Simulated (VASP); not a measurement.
```
ZnS
1.0
    0.00000     2.70259     2.70259
    2.70259     0.00000     2.70259
    2.70259     2.70259     0.00000
Zn S
1 1
Direct
  0.00000   0.00000   0.00000
  0.25000   0.25000   0.25000
```

Level of theory: optB86b-vdW, VASP's PBE PAW potentials (set 64) (plane waves; VASP). Numerical set-up: 520 eV cut-off, Gaussian smearing of 0.050 eV, potentials Zn S.

Task: Give the energies of bands 2 to 12 at the high-symmetry points, in eV from the valence-band maximum.

Result: 
| band | Γ | X | U | L | W |
|---|---|---|---|---|---|
| 2 | -6.39 | -6.41 | -6.31 | -6.28 | -6.26 |
| 3 | -6.39 | -6.06 | -6.12 | -6.28 | -6.12 |
| 4 | -6.39 | -6.06 | -6.01 | -5.88 | -5.96 |
| 5 | -5.91 | -5.83 | -5.87 | -5.88 | -5.94 |
| 6 | -5.91 | -5.69 | -5.56 | -5.71 | -5.51 |
| 7 | 0.00 | -4.59 | -4.63 | -5.30 | -4.60 |
| 8 | 0.00 | -2.22 | -3.12 | -0.86 | -2.75 |
| 9 | 0.00 | -2.22 | -1.81 | -0.86 | -2.73 |
| 10 | 2.05 | 3.36 | 4.08 | 3.26 | 5.67 |
| 11 | 6.37 | 4.03 | 5.93 | 6.90 | 6.00 |
| 12 | 6.37 | 10.91 | 9.36 | 6.90 | 7.83 |

The gap is direct, 2.05 eV, from the valence maximum at Γ to the conduction minimum at Γ.

Measured: gap 3.94 eV (computed value off by -1.89 eV), as given by Wei Chen et al., Physical Review Materials (2018), doi:10.1103/physrevmaterials.2.073803 [zero-point renormalisation of 0.1 eV added back (the table's ZPR column)].

The compound is ZnS in the zinc blende structure. It was relaxed first.
